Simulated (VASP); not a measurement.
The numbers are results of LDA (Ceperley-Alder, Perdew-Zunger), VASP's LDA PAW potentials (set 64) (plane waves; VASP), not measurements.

VASP ran on this input.

### POSCAR
```
BaHfO3
1.0
  4.1230060973   0.0000000000   0.0000000000
  0.0000000000   4.1230060973   0.0000000000
  0.0000000000   0.0000000000   4.1230060973
Ba Hf O
1 1 3
direct
  0.0000000000   0.0000000000   0.0000000000
  0.5000000000   0.5000000000   0.5000000000
  0.5000000000   0.0000000000   0.5000000000
  0.0000000000   0.5000000000   0.5000000000
  0.5000000000   0.5000000000   0.0000000000
```

**INCAR**
```
SYSTEM = BaHfO3
PREC = Accurate
ENCUT = 620
EDIFF = 1E-6
NELM = 100
ALGO = Normal
LREAL = .FALSE.
LASPH = .TRUE.
ISMEAR = 0
SIGMA = 0.05
LMAXMIX = 6
LWAVE = .FALSE.
LCHARG = .FALSE.
IBRION = 2
ISIF = 3
NSW = 40
EDIFFG = -0.02
```

KPOINTS:
```
Automatic mesh
0
Gamma
6 6 6
0 0 0
```

POTCAR, in this order: Ba_sv Hf_pv O (LDA.64 set). Program: vasp_std.

Unless said otherwise, spin-orbit coupling is left out, though it shifts the bands of the heavy elements here.

Predict the energy per atom (σ→0), volume per atom, band gap (on the k-mesh).

```json
{
 "energy per atom (σ→0)": "-9.533 eV/atom",
 "band gap (on the k-mesh)": "3.48 eV",
 "volume_per_atom": "13.99 Å^3/atom"
}
```

OSZICAR:
```
...
   2 F= -.47665554E+02 E0= -.47665554E+02  d E =0.111161E-03
       N       E                     dE             d eps       ncg     rms          rms(c)
DAV:   1    -0.476670783305E+02   -0.15237E-02   -0.34250E-02   962   0.144E+00    0.607E-01
DAV:   2    -0.476659988191E+02    0.10795E-02   -0.56205E-03  1011   0.475E-01    0.139E-01
DAV:   3    -0.476658245809E+02    0.17424E-03   -0.37119E-04  1244   0.141E-01    0.106E-01
DAV:   4    -0.476657874857E+02    0.37095E-04   -0.17714E-04  1227   0.875E-02    0.799E-02
DAV:   5    -0.476657880017E+02   -0.51597E-06   -0.69331E-06  1248   0.139E-02
   3 F= -.47665788E+02 E0= -.47665788E+02  d E =-.122642E-03
```

The compound is BaHfO3 in the cubic perovskite structure. This run relaxes it. Symmetry was kept, so distortions that lower it aren't found.
